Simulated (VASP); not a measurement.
Data:

```
BN
1.0
    7.24888     0.00000     0.00000
    0.00000     7.24888     0.00000
    0.00000     0.00000     7.24888
B N
32 32
Direct
  0.50000   0.00000   0.00000
  0.75000   0.25000   0.00000
  0.75000   0.00000   0.25000
  0.00000   0.00000   0.00000
  0.25000   0.25000   0.00000
  0.50000   0.50000   0.00000
  0.75000   0.75000   0.00000
  0.25000   0.00000   0.25000
  0.50000   0.25000   0.25000
  0.75000   0.50000   0.25000
  0.50000   0.00000   0.50000
  0.75000   0.25000   0.50000
  0.75000   0.00000   0.75000
  0.00000   0.50000   0.00000
  0.25000   0.75000   0.00000
  0.00000   0.25000   0.25000
  0.25000   0.50000   0.25000
  0.50000   0.75000   0.25000
  0.00000   0.00000   0.50000
  0.25000   0.25000   0.50000
  0.50000   0.50000   0.50000
  0.75000   0.75000   0.50000
  0.25000   0.00000   0.75000
  0.50000   0.25000   0.75000
  0.75000   0.50000   0.75000
  0.00000   0.75000   0.25000
  0.00000   0.50000   0.50000
  0.25000   0.75000   0.50000
  0.00000   0.25000   0.75000
  0.25000   0.50000   0.75000
  0.50000   0.75000   0.75000
  0.00000   0.75000   0.75000
  0.62500   0.12500   0.12500
  0.87500   0.37500   0.12500
  0.87500   0.12500   0.37500
  0.12500   0.12500   0.12500
  0.37500   0.37500   0.12500
  0.62500   0.62500   0.12500
  0.87500   0.87500   0.12500
  0.37500   0.12500   0.37500
  0.62500   0.37500   0.37500
  0.87500   0.62500   0.37500
  0.62500   0.12500   0.62500
  0.87500   0.37500   0.62500
  0.87500   0.12500   0.87500
  0.12500   0.62500   0.12500
  0.37500   0.87500   0.12500
  0.12500   0.37500   0.37500
  0.37500   0.62500   0.37500
  0.62500   0.87500   0.37500
  0.12500   0.12500   0.62500
  0.37500   0.37500   0.62500
  0.62500   0.62500   0.62500
  0.87500   0.87500   0.62500
  0.37500   0.12500   0.87500
  0.62500   0.37500   0.87500
  0.87500   0.62500   0.87500
  0.12500   0.87500   0.37500
  0.12500   0.62500   0.62500
  0.37500   0.87500   0.62500
  0.12500   0.37500   0.87500
  0.37500   0.62500   0.87500
  0.62500   0.87500   0.87500
  0.12500   0.87500   0.87500
```

The numbers are results of PBE GGA, VASP's PBE PAW potentials (set 64) (plane waves; VASP 6.6.1), not measurements. Settings: PREC = Normal, LREAL = Auto, 400 eV cut-off, 1×1×1 Γ-centred mesh, Gaussian smearing of 0.050 eV, potentials B N.

At this cut-off the stress carries a Pulay error, which pulls relaxed volumes low. The supercell is sampled at Γ alone, which is coarse: total energies, pressure and levels can be off, energies of defects by several tenths of an eV.

**Question.** Give the stress tensor in GPa (positive for a compressed cell).

**Answer.** 
```
-4.75   0.00   0.00
 0.00  -4.75   0.00
 0.00   0.00  -4.75
```
The pressure is its mean diagonal, -4.75 GPa.

The cell is a supercell, built from BN (zinc blende).
